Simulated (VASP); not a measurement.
The system is SnSe2.

```
CELL_PARAMETERS angstrom
3.81927 0.00000 0.00000
-1.90963 3.30758 0.00000
0.00000 0.00000 6.15332
ATOMIC_POSITIONS crystal
Sn 0.00000 0.00000 0.00000
Se 0.66667 0.33333 0.74189
Se 0.33333 0.66667 0.25811
```

The cell is a database's computed one.

Base run:

```yaml
Program: VASP 6.6.1
Functional: PBEsol
Potentials_or_basis: VASP PAW PBE potentials, release 64 (Sn_d, Se)
Cutoff: 520 eV
k_mesh: 12 × 12 × 8
Occupations: gaussian, width 0.02 eV
Spin: no spin polarisation
```

Its results: band gap on the k mesh 0.49 eV, indirect (least direct gap 0.98 eV); pressure 0.0 GPa.

The run is repeated on the same cell with these changes: k mesh from 12 × 12 × 8 to 9 × 9 × 4; occupations from gaussian, width 0.02 eV to gaussian, width 0.5 eV. What comes out?

Band gap on the k mesh 0.61 eV, indirect (least direct gap 0.98 eV); pressure 0.2 GPa.

Caveats: the PAW data sets were made with another functional, which shifts forces and pressure a little; spin-orbit coupling is left out, which moves the levels of the heavy elements; this functional lacks dispersion, which binds the layers, so the pressure and a relaxed spacing across them are unreliable; an odd mesh through Γ misses points on the zone boundary, where band edges often lie (some runs).
